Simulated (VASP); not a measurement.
Input:

```
CELL_PARAMETERS angstrom
      0.00000     2.86504     2.86504
      2.86504     0.00000     2.86504
      2.86504     2.86504     0.00000
ATOMIC_POSITIONS crystal
  Pb 0.00000 0.00000 0.00000
  S  0.50000 0.50000 0.50000
```

These are PBE GGA, VASP's PBE PAW potentials (set 64) (plane waves; VASP 6.6.1) values and carry that method's errors. Settings: 500 eV cut-off, 8×8×8 Γ-centred mesh, Gaussian smearing of 0.050 eV, potentials Pb_d S.

Unless said otherwise, spin-orbit coupling is left out, though it shifts the bands of the heavy elements here.

**Question.** Estimate the energy per atom (σ→0), pressure, band gap (on the k-mesh) with the smallest direct gap where there is one.

**Answer.** 
```yaml
band gap (on the k-mesh): 0.08 eV
smallest direct gap (on the k-mesh): 0.08 eV
energy per atom (σ→0): -4.284 eV/atom
pressure: 9.91 GPa
```

The absolute energy has meaning only against runs of the same code, potentials and settings.

The compound is PbS in the rock salt structure. It was relaxed first under an external pressure of 10 GPa.
